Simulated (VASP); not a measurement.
Input of a VASP 6.6.1 run:

The input INCAR:

```
SYSTEM = GaN
PREC     = Accurate       ! precision mode
ENCUT    = 520            ! plane-wave cutoff, eV
EDIFF    = 1E-8           ! SCF threshold, eV
ISMEAR   = 0              ! smearing method
SIGMA    = 0.02           ! smearing width, eV
LREAL    = .FALSE.        ! projectors in reciprocal space
LASPH    = .TRUE.         ! aspherical terms in the spheres
NELM     = 80             ! most SCF steps
ALGO     = Fast           ! electronic algorithm
ISIF     = 2              ! what is computed and relaxed
LWAVE    = .FALSE.        ! write WAVECAR
LCHARG   = .FALSE.        ! write CHGCAR
GGA      = PE             ! functional
LEPSILON = .TRUE.         ! dielectric tensor by DFPT
IBRION   = 8              ! ionic algorithm
NSW      = 1              ! ionic steps
KPAR     = 4
```

Contents of KPOINTS:

```
Automatic mesh
0
G
  12 12 6
  0 0 0
```

Contents of POSCAR:

```
GaN                                     
1.0
    3.2473852117     -0.0000000000      0.0000000000
   -1.6236926059      2.8123180849      0.0000000000
    0.0000000000      0.0000000000      5.2815638996
  Ga              N             
     2     2
Direct
     0.3333333300000021    0.6666666699999979    0.9989601334644582
     0.6666666699999979    0.3333333300000021    0.4989601334644582
     0.3333333300000021    0.6666666699999979    0.3760398665355418
     0.6666666699999979    0.3333333300000021    0.8760398665355418
```

Potentials or basis: VASP PAW PBE potentials, release 64 (Ga, N).

Run with:

```console
$ cat potpaw_PBE.64/Ga/POTCAR potpaw_PBE.64/N/POTCAR > POTCAR
$ mpirun -np 4 vasp_std > vasp.out
```

Problem. Estimate the electronic dielectric tensor (diagonal).

Solution. 5.93, 5.93, 6.14.

Problem. Estimate the Born charges (mean of the diagonal).

Solution. Ga +2.75; N -2.75 e.

Problem. Predict the band gap on the k mesh.

Solution. 1.63 eV, direct.

Problem. Estimate the highest phonon frequency at Γ, LO-TO splitting left out.

Solution. 673 cm⁻¹.

Phonon frequencies in cm⁻¹ (negative: imaginary):
```
              q point                                frequencies
(0.000, 0.000, 0.000)  0 0 0 134 134 327 527 551 551 556 556 673
```

**Measured values to compare with.**

“Studying electronic properties in GaN without electrical contacts using γ-γ vs e−-γ Perturbed Angular Correlations”, 2019, pmc:6823545 quotes, for a bulk crystal of GaN: band gap 3.503 ± 0.005 eV (direct).

Against the measured gap of GaN, 3.503 eV (direct; quoted in “Studying electronic properties in GaN without electrical contacts using γ-γ vs e−-γ Perturbed Angular Correlations”, 2019, pmc:6823545), the calculated 1.63 eV is off by -1.87 eV. So large a miss can be the level of theory's own, or it may mean another phase, state or a wrong row. Spin-orbit coupling on Ga is left out. The value is that of PBE, without temperature or zero-point motion. Semilocal functionals fall short of measured gaps as a rule.
